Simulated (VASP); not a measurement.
FeCo (relaxed from the CsCl structure, space group Pm-3m): computed properties

The numbers are results of PBEsol GGA, VASP's PBE PAW potentials (set 64) (plane waves; VASP), not measurements.

For FeCo, the space group comes out as Pm-3m (221). The cell is a = 2.798 Å, b = 2.798 Å, c = 2.798 Å, α = 90.00°, β = 90.00°, γ = 90.00°, the volume per atom is 10.95 Å³/atom and the band gap (over mesh and band path) is none (metal, semimetal or under 0.01 eV). The cell moment is 4.42 μB, the Hill bulk modulus is 224 GPa and the Hill shear modulus is 110 GPa. The Poisson's ratio is 0.289 and the density is 8.70 g/cm³. The optical Γ-point spectrum is 255 (×3) cm⁻¹. The C11 is 319 GPa. The C12 is 177 GPa. The C44 is 149 GPa.

```
CoFe
1.0
    2.79808     0.00000     0.00000
    0.00000     2.79808     0.00000
    0.00000     0.00000     2.79808
Fe Co
1 1
Direct
  0.00000   0.00000   0.00000
  0.50000   0.50000   0.50000
```
Starting moments (μB, in the order of the record's atoms Fe Co): 2.7 1.8.

Finite-difference elastic constants of metals are sensitive to mesh and smearing; shear constants can be off by tens of GPa.

The structure was generated: FeCo was put into the CsCl type (Pm-3m), which need not be its known phase. It was relaxed first, which changed the volume by +7 %. Symmetry was kept, so distortions that lower it aren't found.
